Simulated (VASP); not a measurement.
```xyz
2
Lattice="2.8346 0.0000 0.0000 0.0000 2.8346 0.0000 0.0000 0.0000 3.4745" Properties=species:S:1:pos:R:3 pbc="T T T"
Pt     0.0000     0.0000     0.0000
Zn     1.4173     1.4173     1.7373
```

All values below come from PBEsol GGA with spin-orbit coupling, VASP's PBE PAW potentials (set 64) (plane waves; VASP). Numerical set-up: 400 eV cut-off, 12×12×10 Γ-centred mesh, Gaussian smearing of 0.050 eV, potentials Pt Zn.

**Question.** Give the energies of bands 13 to 26 at the high-symmetry points, in eV from the Fermi level.

**Answer.** 
| band | Γ | X | M | Z | R | A |
|---|---|---|---|---|---|---|
| 13 | -4.95 | -4.86 | -3.33 | -6.07 | -4.54 | -5.64 |
| 14 | -4.95 | -4.86 | -3.33 | -6.07 | -4.54 | -5.64 |
| 15 | -4.29 | -4.47 | -2.56 | -5.38 | -2.31 | -5.21 |
| 16 | -4.29 | -4.47 | -2.56 | -5.38 | -2.31 | -5.21 |
| 17 | -1.84 | -4.31 | -2.35 | -3.23 | -2.29 | -1.39 |
| 18 | -1.84 | -4.31 | -2.35 | -3.23 | -2.29 | -1.39 |
| 19 | -1.58 | -2.85 | -0.96 | -2.39 | -1.89 | 0.12 |
| 20 | -1.58 | -2.85 | -0.96 | -2.39 | -1.89 | 0.12 |
| 21 | -0.74 | -1.62 | -0.32 | -1.74 | -1.43 | 2.74 |
| 22 | -0.74 | -1.62 | -0.32 | -1.74 | -1.43 | 2.74 |
| 23 | 2.22 | 1.18 | 0.14 | -0.98 | -1.05 | 3.96 |
| 24 | 2.22 | 1.18 | 0.14 | -0.98 | -1.05 | 3.96 |
| 25 | 8.03 | 8.88 | 5.17 | 12.38 | 3.11 | 5.75 |
| 26 | 8.03 | 8.88 | 5.17 | 12.38 | 3.11 | 5.75 |

It has no gap at this level: it comes out as a metal or semimetal.

The structure comes from a measured ZnPt entry (P4/mmm) of the Crystallography Open Database, whose conditions weren't checked. It was relaxed first.
